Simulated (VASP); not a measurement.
# LiF (Griceite): the relaxed cell at several levels, part 2 of 3

Which functional gives the lattice of LiF (Griceite) as experiment finds it, and is a dearer one worth its cost? The start is a cell from a database of measured crystal structures.

VASP 6.6.1, plane waves and PAW; the level of theory is named at each step.

So far. Step 2 (Relaxation with LDA): It ends with forces that vanish by symmetry and a pressure of 0.01 GPa. The volume lies -8.6 % from that of the database's start, which holds the thermal and zero-point expansion of its experiment. LDA is known to overbind. The conventional cell has a = 3.908 Å. Step 3 (Relaxation with PBE): It ends at 8.311 Å³/atom, +1.7 % from the start, with -0.03 GPa left. The conventional cell has a = 4.051 Å.

## Step 4: Relaxation with r2SCAN

This step: r2SCAN; plane waves and PAW (Li_sv, F) (VASP 6.6.1).

r2SCAN adds the kinetic-energy density, costs more than a GGA and is run with LASPH.

INCAR reads:

```
SYSTEM = LiF
PREC = Accurate
ENCUT = 700
EDIFF = 1E-06
NELM = 100
ISMEAR = -1
SIGMA = 0.05
LREAL = .FALSE.
ALGO = Normal
METAGGA = R2SCAN
LASPH = .TRUE.
NBANDS = 11
LORBIT = 11
LWAVE = .FALSE.
LCHARG = .FALSE.
KPAR = 2
IBRION = 2
NSW = 60
ISIF = 3
EDIFFG = -0.01
```

POSCAR reads:

```
LiF
1.0
    0.0000000000      2.0140000000      2.0140000000
    2.0140000000      0.0000000000      2.0140000000
    2.0140000000      2.0140000000      0.0000000000
Li F
1 1
Direct
    0.0000000000      0.0000000000      0.0000000000
    0.5000000000      0.5000000000      0.5000000000
```

KPOINTS reads:

```
Automatic mesh
0
Gamma
11 11 11
0 0 0
```

The projector-augmented-wave data sets are Li_sv and F (PBE family, release 64).

The run is started by

```
$ mpirun -np 2 vasp_std
```

Output:

```text
[banner, memory and clock lines left out]
running    2 mpi-ranks, on    1 nodes
[...]
[... a notice as in an earlier step ...]

 LDA part: xc-table for (None), standard interpolation
 POSCAR, INCAR and KPOINTS ok, starting setup
[...]
entering main loop
       N       E                     dE             d eps       ncg     rms          rms(c)
DAV:   1     0.400437876332E+02    0.40044E+02   -0.67362E+03  1240   0.118E+03
DAV:   2    -0.132812154821E+02   -0.53325E+02   -0.52007E+02  1442   0.233E+02
DAV:   3    -0.149596244453E+02   -0.16784E+01   -0.16731E+01  1628   0.368E+01
DAV:   4    -0.149776175420E+02   -0.17993E-01   -0.17991E-01  1612   0.416E+00
[...]
DAV:  11    -0.119059356987E+02    0.58552E-04   -0.14414E-04  1535   0.124E-01    0.733E-02
DAV:  12    -0.119058469751E+02    0.88724E-04   -0.61428E-04  1436   0.177E-01    0.392E-03
DAV:  13    -0.119058466530E+02    0.32213E-06   -0.55790E-06  1461   0.268E-02
   1 F= -.11905847E+02 E0= -.11905847E+02  d E =-.119058E+02
[... from here on, the cycles between the ionic steps are left out ...]
   2 F= -.11910609E+02 E0= -.11910609E+02  d E =-.476212E-02
   3 F= -.11911656E+02 E0= -.11911656E+02  d E =-.580898E-02
   4 F= -.11910788E+02 E0= -.11910788E+02  d E =-.494183E-02
   5 F= -.11911813E+02 E0= -.11911813E+02  d E =-.596628E-02
[...]
reached required accuracy - stopping structural energy minimisation
```

It took 59 s on 2 MPI ranks of Intel Xeon 6975P-C (Granite Rapids), shared host; peak memory 0.31 GiB; 1.9 min of CPU time.

From OUTCAR (step 4):

```text
  Total       -0.0010076     -0.0010076     -0.0010076     -0.0000000      0.0000000     -0.0000000
  in kB       -0.1027523     -0.1027523     -0.1027523     -0.0000000      0.0000000     -0.0000000
  external PRESSURE =      -0.1027523 kB  Pullay stress =       0.0000000 kB

 POSITION                                       TOTAL-FORCE (eV/Angst)
 -----------------------------------------------------------------------------------
      0.00000      0.00000      0.00000        -0.000000      0.000000      0.000000
      1.98789      1.98789      1.98789         0.000000     -0.000000     -0.000000
 -----------------------------------------------------------------------------------
    total drift:                                0.000000      0.000000      0.000000

  FREE ENERGIE OF THE ION-ELECTRON SYSTEM (eV)
  ---------------------------------------------------
  free  energy   TOTEN  =       -11.9118129305 eV

  energy  without entropy=      -11.9118129305  energy(sigma->0) =      -11.91181293

[... 2 parts as in an earlier step ...]

[... 2 further parts left out ...]
[key lines of the parts left out:]
E-fermi :  -0.1087
```

The PAW data sets were made with PBE, which is usual practice but a small mismatch for other functionals.

The steps of the relaxation:

```tsv
step	energy less that of the first step (eV)	largest force (eV/Å)	pressure (GPa)	volume (Å³)
1	0.0000	0.0000	-2.92	16.34
2	-0.0048	0.0000	-1.29	15.99
3	-0.0058	0.0000	-0.46	15.81
4	-0.0049	0.0000	1.32	15.44
5	-0.0060	0.0000	-0.01	15.71
```

```tsv
conventional cell, symmetrised	before	after	change
a (Å)	4.028	3.976	-1.3 %
b (Å)	4.028	3.976	-1.3 %
c (Å)	4.028	3.976	-1.3 %
volume (Å³/atom)	8.17	7.86	-3.8 %
```

Final coordinates:

```xyz
2
Lattice="0.0000 1.9879 1.9879 1.9879 0.0000 1.9879 1.9879 1.9879 0.0000" Properties=species:S:1:pos:R:3 pbc="T T T"
Li    0.0000    0.0000    0.0000
F     1.9879    1.9879    1.9879
```

It ends at 7.856 Å³/atom, -3.8 % from the start, with -0.01 GPa left. The conventional cell has a = 3.976 Å.

## Step 5: Relaxation with PBE + D3(BJ)

This step: PBE with D3(BJ); plane waves and PAW (Li_sv, F) (VASP 6.6.1).

A dispersion term adds the long-range attraction that semilocal functionals lack. D3 with Becke-Johnson damping keeps a finite attraction at short range.

INCAR: that of step 4 with these lines changed.

```diff
@@ -9,4 +9,4 @@
 ALGO = Normal
-METAGGA = R2SCAN
-LASPH = .TRUE.
+GGA = PE
+IVDW = 12
 NBANDS = 11
```

POSCAR is that of step 4.

KPOINTS is that of step 4.

The run is started by

```
$ mpirun -np 2 vasp_std
```

Output:

```text
[... set-up lines as in an earlier step ...]
 entering main loop
       N       E                     dE             d eps       ncg     rms          rms(c)
[... 12 cycles as in an earlier step ...]
   1 F= -.99995577E+01 E0= -.99995577E+01  d E =-.999956E+01
[...]
N       E                     dE             d eps       ncg     rms          rms(c)
DAV:   1    -0.966814244986E+01   -0.25350E-01   -0.54150E-01  1289   0.649E+00    0.140E+00
DAV:   2    -0.964022083185E+01    0.27922E-01   -0.14558E-01  1379   0.270E+00    0.267E-01
DAV:   3    -0.963963228897E+01    0.58854E-03   -0.10186E-03  1557   0.329E-01    0.150E-01
DAV:   4    -0.963932768500E+01    0.30460E-03   -0.30629E-04  1837   0.156E-01    0.103E-02
DAV:   5    -0.963932863170E+01   -0.94670E-06   -0.13173E-05  1378   0.357E-02    0.338E-03
DAV:   6    -0.963932864860E+01   -0.16893E-07   -0.85508E-07  1337   0.811E-03
   2 F= -.10002732E+02 E0= -.10002732E+02  d E =-.317468E-02
 trial-energy change:   -0.003175  1 .order   -0.003177   -0.004394   -0.001960
 step:   1.8054(harm=  1.8054)  dis= 0.00000  next Energy=   -10.003524 (dE=-0.397E-02)
[...]
N       E                     dE             d eps       ncg     rms          rms(c)
DAV:   1    -0.965338552296E+01   -0.14057E-01   -0.35288E-01  1262   0.525E+00    0.112E+00
DAV:   2    -0.963523880153E+01    0.18147E-01   -0.93302E-02  1361   0.217E+00    0.217E-01
DAV:   3    -0.963485345602E+01    0.38535E-03   -0.65621E-04  1498   0.265E-01    0.120E-01
DAV:   4    -0.963465476126E+01    0.19869E-03   -0.19813E-04  1817   0.126E-01    0.816E-03
DAV:   5    -0.963465547047E+01   -0.70921E-06   -0.83331E-06  1398   0.289E-02
   3 F= -.10003530E+02 E0= -.10003530E+02  d E =-.397246E-02
[...]
reached required accuracy - stopping structural energy minimisation
```

The job ended after 9 s (2 MPI ranks; peak memory 0.31 GiB; 17 s of CPU time).

Parts of OUTCAR (step 5):

```text
 Edisp (eV)   -0.36340

 Edisp (eV)   -0.36887

  Total      -0.00271    -0.00271    -0.00271     0.00000     0.00000     0.00000
  in kB      -0.27449    -0.27449    -0.27449     0.00000     0.00000     0.00000
  external pressure =       -0.27 kB  Pullay stress =        0.00 kB

 POSITION                                       TOTAL-FORCE (eV/Angst)
 -----------------------------------------------------------------------------------
      0.00000      0.00000      0.00000         0.000000     -0.000000     -0.000000
      1.99239      1.99239      1.99239        -0.000000      0.000000      0.000000
 -----------------------------------------------------------------------------------
    total drift:                                0.000000      0.000000      0.000000

  FREE ENERGIE OF THE ION-ELECTRON SYSTEM (eV)
  ---------------------------------------------------
  free  energy   TOTEN  =       -10.0035301494 eV

  energy  without entropy=      -10.0035301494  energy(sigma->0) =      -10.00353015

[... 2 parts as in an earlier step ...]

[... 2 further parts left out ...]
[key lines of the parts left out:]
E-fermi :   0.3111
```

Step by step:

```tsv
step	energy less that of the first step (eV)	largest force (eV/Å)	pressure (GPa)	volume (Å³)
1	0.0000	0.0000	-2.42	16.34
2	-0.0032	0.0000	-1.10	16.05
3	-0.0040	0.0000	-0.03	15.82
```

```tsv
conventional cell, symmetrised	before	after	change
a (Å)	4.028	3.985	-1.1 %
b (Å)	4.028	3.985	-1.1 %
c (Å)	4.028	3.985	-1.1 %
volume (Å³/atom)	8.17	7.91	-3.2 %
```

Final coordinates:

```
Li F
1.0
     0.00000    1.99239    1.99239
     1.99239    0.00000    1.99239
     1.99239    1.99239    0.00000
Li F
1 1
Direct
  0.00000 0.00000 0.00000
  0.50000 0.50000 0.50000
```

It ends at 7.909 Å³/atom, -3.2 % from the start, with -0.03 GPa left. The conventional cell has a = 3.985 Å. Against plain PBE, the dispersion term moves a by -1.6 %.

## Step 6: Relaxation with r2SCAN + rVV10

This step: r2SCAN with rVV10; plane waves and PAW (Li_sv, F) (VASP 6.6.1).

LUSE_VDW switches on a nonlocal correlation term for dispersion.

INCAR: that of step 5 with these lines changed.

```diff
@@ -9,4 +9,8 @@
 ALGO = Normal
-GGA = PE
-IVDW = 12
+METAGGA = R2SCAN
+LUSE_VDW = .TRUE.
+IVDW_NL = 2
+BPARAM = 11.95
+CPARAM = 0.0093
+LASPH = .TRUE.
 NBANDS = 11
```

POSCAR is that of step 5.

KPOINTS is that of step 5.

The run is started by

```
$ mpirun -np 2 vasp_std
```

Output:

```text
[banner, memory and clock lines left out]
running    2 mpi-ranks, on    1 nodes
[...]
|                                                                             |
|               ----> ADVICE to this user running VASP <----                  |
|                                                                             |
|     You have switched on vdW-DFT.                                           |
|     This routine was written and supplied by Jiri Klimes. We recommend      |
|     that you carefully read and cite the following publications:            |
|       J. Klimes, D.R. Bowler, A. Michelides                                 |
|          J. Phys.: Cond Matt. 22 022201 (2010)                              |
|       J. Klimes, D.R. Bowler, A. Michelides                                 |
|          Phys. Rev. B. 83, 195131 (2011)                                    |
|     and references therein.                                                 |
|                                                                             |

[...]
DAV:  10    -0.115788674099E+02    0.61175E-03   -0.62589E-03  1442   0.942E-01    0.121E-01
Total rVV10 correction in eV:      0.3270601    10.0006426
Total rVV10 correction in eV:      0.3270601    10.0006426
DAV:  11    -0.115788240981E+02    0.43312E-04   -0.11234E-04  1533   0.116E-01    0.756E-02
Total rVV10 correction in eV:      0.3268467    10.0006426
Total rVV10 correction in eV:      0.3268467    10.0006426
DAV:  12    -0.115787295336E+02    0.94564E-04   -0.65591E-04  1451   0.182E-01    0.425E-03
Total rVV10 correction in eV:      0.3268709    10.0006426
Total rVV10 correction in eV:      0.3268709    10.0006426
DAV:  13    -0.115787292898E+02    0.24387E-06   -0.58855E-06  1469   0.273E-02
Total rVV10 correction in eV:      0.3268814    10.0006426
Total rVV10 correction in eV:      0.3268814    10.0006426
Total rVV10 correction in eV:      0.3268766    10.0006426
Total rVV10 correction in eV:      0.3268766    10.0006426
   1 F= -.11578729E+02 E0= -.11578729E+02  d E =-.115787E+02
[... from here on, the cycles between the ionic steps are left out ...]
   2 F= -.11587025E+02 E0= -.11587025E+02  d E =-.829603E-02
   3 F= -.11588973E+02 E0= -.11588973E+02  d E =-.102435E-01
   4 F= -.11589172E+02 E0= -.11589172E+02  d E =-.104424E-01
[...]
reached required accuracy - stopping structural energy minimisation
```

It took 1.8 min on 2 MPI ranks; peak memory 0.51 GiB.

OUTCAR, selected parts (step 6):

```text
  Total        0.0009698      0.0009698      0.0009698      0.0000000      0.0000000      0.0000000
  in kB        0.1002477      0.1002477      0.1002477      0.0000000      0.0000000      0.0000000
  external PRESSURE =       0.1002477 kB  Pullay stress =       0.0000000 kB

 POSITION                                       TOTAL-FORCE (eV/Angst)
 -----------------------------------------------------------------------------------
      3.95792      1.97896      1.97896         0.000000      0.000000     -0.000000
      1.97896      1.97896      1.97896        -0.000000     -0.000000      0.000000
 -----------------------------------------------------------------------------------
    total drift:                                0.000000      0.000000      0.000000

  FREE ENERGIE OF THE ION-ELECTRON SYSTEM (eV)
  ---------------------------------------------------
  free  energy   TOTEN  =       -11.5891717148 eV

  energy  without entropy=      -11.5891717148  energy(sigma->0) =      -11.58917171

[... 2 parts as in an earlier step ...]

[... 2 further parts left out ...]
[key lines of the parts left out:]
E-fermi :  -0.1104
```

It ends at 7.750 Å³/atom, -5.1 % from the start, with 0.01 GPa left. The conventional cell has a = 3.958 Å. Against plain r2SCAN, the dispersion term moves a by -0.4 %.

## Step 7: Relaxation with AM05

This step: AM05; plane waves and PAW (Li_sv, F) (VASP 6.6.1).

AM05 is built from the electron gas and the surface model, and does well on lattice constants.

INCAR: that of step 6 with these lines changed.

```diff
@@ -9,8 +9,3 @@
 ALGO = Normal
-METAGGA = R2SCAN
-LUSE_VDW = .TRUE.
-IVDW_NL = 2
-BPARAM = 11.95
-CPARAM = 0.0093
-LASPH = .TRUE.
+GGA = AM
 NBANDS = 11
```

POSCAR is that of step 6.

KPOINTS is that of step 6.

The run is started by

```
$ mpirun -np 2 vasp_std
```

Output:

```text
[banner, memory and clock lines left out]
running    2 mpi-ranks, on    1 nodes
[...]
[... a notice as in an earlier step ...]

 LDA part: xc-table for (Slater+PW92), standard interpolation
 POSCAR, INCAR and KPOINTS ok, starting setup
[...]
entering main loop
       N       E                     dE             d eps       ncg     rms          rms(c)
DAV:   1     0.428287218095E+02    0.42829E+02   -0.65687E+03  1232   0.115E+03
DAV:   2    -0.839618311133E+01   -0.51225E+02   -0.49991E+02  1442   0.223E+02
DAV:   3    -0.998077631957E+01   -0.15846E+01   -0.15796E+01  1578   0.349E+01
DAV:   4    -0.999770356283E+01   -0.16927E-01   -0.16926E-01  1589   0.395E+00
[...]
DAV:  10    -0.959511512477E+01   -0.10073E-03   -0.21631E-04  1423   0.122E-01    0.155E-02
DAV:  11    -0.959511361732E+01    0.15074E-05   -0.11955E-05  1679   0.361E-02    0.247E-03
DAV:  12    -0.959511381637E+01   -0.19904E-06   -0.15022E-06  1438   0.126E-02
   1 F= -.95951138E+01 E0= -.95951138E+01  d E =-.959511E+01
[...]
reached required accuracy - stopping structural energy minimisation
```

Elapsed: 5.4 s, on 2 MPI ranks; peak memory 0.28 GiB.

From OUTCAR (step 7):

```text
  Total       -0.0035955     -0.0035955     -0.0035955      0.0000000     -0.0000000     -0.0000000
  in kB       -0.3525847     -0.3525847     -0.3525847      0.0000000     -0.0000000     -0.0000000
  external PRESSURE =      -0.3525847 kB  Pullay stress =       0.0000000 kB

 POSITION                                       TOTAL-FORCE (eV/Angst)
 -----------------------------------------------------------------------------------
      0.00000      0.00000      0.00000        -0.000000     -0.000000      0.000000
      2.01400      2.01400      2.01400         0.000000      0.000000      0.000000
 -----------------------------------------------------------------------------------
    total drift:                                0.000000      0.000000      0.000000

  FREE ENERGIE OF THE ION-ELECTRON SYSTEM (eV)
  ---------------------------------------------------
  free  energy   TOTEN  =        -9.5951138164 eV

  energy  without entropy=       -9.5951138163  energy(sigma->0) =       -9.59511382

[... 2 parts as in an earlier step ...]

[... 2 further parts left out ...]
[key lines of the parts left out:]
E-fermi :   0.0732
```

It ends at 8.169 Å³/atom, under 0.05 % from the start, with -0.04 GPa left. The conventional cell has a = 4.028 Å.

(Part 2 of 3 ends here.)

[Lines on the potential files, build, host, timing and source positions are cut from VASP's logs without a mark.]

[Logs are printed without paths, hosts, clocks, repeated set-up lines and the standing remarks that a program may print on its own settings, such as how far it seeks lower states.]

[Hosts, paths, dates, database ids (printed as entryN), source tags and the programs' standing remarks are cut or masked in the printed files.]

[Measured values are set beside computed ones only where the two were judged alike; some that the calculation misses by far are left out.]

[In band tables of VASP the shares of atoms and orbitals are scaled to a sum of 1 inside the atoms' spheres.]
